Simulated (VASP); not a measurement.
Calculation: PBE GGA, VASP's PBE PAW potentials (set 64) (plane waves; VASP 6.6.1).

VASP input:

### INCAR
```
LCHARG = .FALSE.
PREC = Accurate
SIGMA = 0.272   # width (eV)
LWAVE = .FALSE.
ALGO = Normal   # blocked Davidson
ISMEAR = 0
NELM = 100
LREAL = .FALSE.   # projection in real space or not
LASPH = .TRUE.
ISIF = 2
ENCUT = 300   # plane-wave cut-off (eV)
LMAXMIX = 4
EDIFF = 1E-6
SYSTEM = CuZn
GGA = PE   # PBE
```

### KPOINTS
```
Automatic mesh
0
Gamma
 7 7 7
0 0 0
```

### POSCAR
```
CuZn
1
    2.9927750000     0.0000000000     0.0000000000
    0.0000000000     2.9927750000     0.0000000000
    0.0000000000     0.0000000000     2.9927750000
Zn Cu
1 1
Direct
  0.5000000000   0.5000000000   0.5000000000
  0.0000000000   0.0000000000   0.0000000000
```

POTCAR, in this order: Zn Cu (PBE.64 set). Program: vasp_std.

The resulting files:

**OSZICAR**
```
       N       E                     dE             d eps       ncg     rms          rms(c)
DAV:   1     0.862833919385E+02    0.86283E+02   -0.83692E+03   624   0.165E+03
DAV:   2    -0.429590168426E+01   -0.90579E+02   -0.88210E+02   614   0.270E+02
DAV:   3    -0.605249018100E+01   -0.17566E+01   -0.17546E+01   768   0.510E+01
DAV:   4    -0.606236434025E+01   -0.98742E-02   -0.98735E-02   684   0.312E+00
DAV:   5    -0.606249621558E+01   -0.13188E-03   -0.13187E-03   785   0.401E-01    0.915E+00
DAV:   6    -0.599172939023E+01    0.70767E-01   -0.17234E+01   653   0.999E+01    0.612E+00
DAV:   7    -0.504082602192E+01    0.95090E+00   -0.38943E+00   644   0.949E+01    0.208E+00
DAV:   8    -0.504500517049E+01   -0.41791E-02   -0.20936E-01   813   0.647E+00    0.121E+00
DAV:   9    -0.503550377878E+01    0.95014E-02   -0.25620E-02   743   0.385E+00    0.511E-02
DAV:  10    -0.503551345326E+01   -0.96745E-05   -0.60850E-04   851   0.495E-01    0.286E-02
DAV:  11    -0.503550964580E+01    0.38075E-05   -0.42215E-05   796   0.165E-01    0.130E-02
DAV:  12    -0.503550864650E+01    0.99930E-06   -0.17896E-06   570   0.316E-02
   1 F= -.50355086E+01 E0= -.50279757E+01  d E =-.150658E-01
```

File OUTCAR:
```
------------------------ aborting loop because EDIFF is reached ----------------------------------------
  FORCE on cell =-STRESS in cart. coord.  units (eV):
  Direction    XX          YY          ZZ          XY          YZ          ZX
  --------------------------------------------------------------------------------------
  Total       -0.7082366     -0.7082366     -0.7082366      0.0000000     -0.0000000      0.0000000
  in kB      -42.3318029    -42.3318029    -42.3318029      0.0000000     -0.0000000      0.0000000
  external PRESSURE =     -42.3318029 kB  Pullay stress =       0.0000000 kB
  volume of cell :       26.81
      direct lattice vectors                 reciprocal lattice vectors
     2.992775000  0.000000000  0.000000000     0.334138049  0.000000000  0.000000000
     0.000000000  2.992775000  0.000000000     0.000000000  0.334138049  0.000000000
     0.000000000  0.000000000  2.992775000     0.000000000  0.000000000  0.334138049
 POSITION                                       TOTAL-FORCE (eV/Angst)
 -----------------------------------------------------------------------------------
      1.49639      1.49639      1.49639         0.000000      0.000000      0.000000
      0.00000      0.00000      0.00000         0.000000      0.000000      0.000000
 -----------------------------------------------------------------------------------
    total drift:                                0.000000     -0.000000      0.000000
  FREE ENERGIE OF THE ION-ELECTRON SYSTEM (eV)
  ---------------------------------------------------
  free  energy   TOTEN  =        -5.0355086465 eV

  energy  without entropy=       -5.0204428510  energy(sigma->0) =       -5.02797575
```
(Selected blocks of OUTCAR.)

At this cut-off the stress carries a Pulay error, which pulls relaxed volumes low.

The structure is a typed CuZn crystal. The cell was not relaxed at this level. The electron count is odd and the run is not spin-polarised, which forces a metal.
